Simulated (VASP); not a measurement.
Given:

```
CELL_PARAMETERS angstrom
      4.23800     0.00000     0.00000
      0.00000     4.23800     0.00000
      0.00000     0.00000     4.23800
ATOMIC_POSITIONS crystal
  La 0.00000 0.00000 0.00000
  As 0.50000 0.50000 0.50000
```

Computed with PBE GGA, VASP's PBE PAW potentials (set 64) (plane waves; VASP). Settings: 400 eV cut-off, 8×8×8 Γ-centred mesh, first-order Methfessel-Paxton smearing of 0.10 eV, potentials La As.

Energy and stress use the plane-wave basis of the starting cell.

Q: The ions, cell shape and volume are relaxed. Give the cell that the relaxation ends in.

A: 
```
CELL_PARAMETERS angstrom
      3.74361     0.00000     0.00000
      0.00000     3.74361     0.00000
      0.00000     0.00000     3.74361
ATOMIC_POSITIONS crystal
  La 0.00000 0.00000 0.00000
  As 0.50000 0.50000 0.50000
```
Space group Pm-3m (221), at a tolerance of 0.03 Å.

Q: How do energy and volume change from the first to the last step?

A: The energy (σ→0) changes by -583.3 meV/atom and the volume by -31.1 %, in 14 ionic steps.

The structure was generated: LaAs was put into the CsCl type type (Pm-3m), which need not be its known phase. This run relaxes it. Symmetry was kept, so distortions that lower it aren't found.
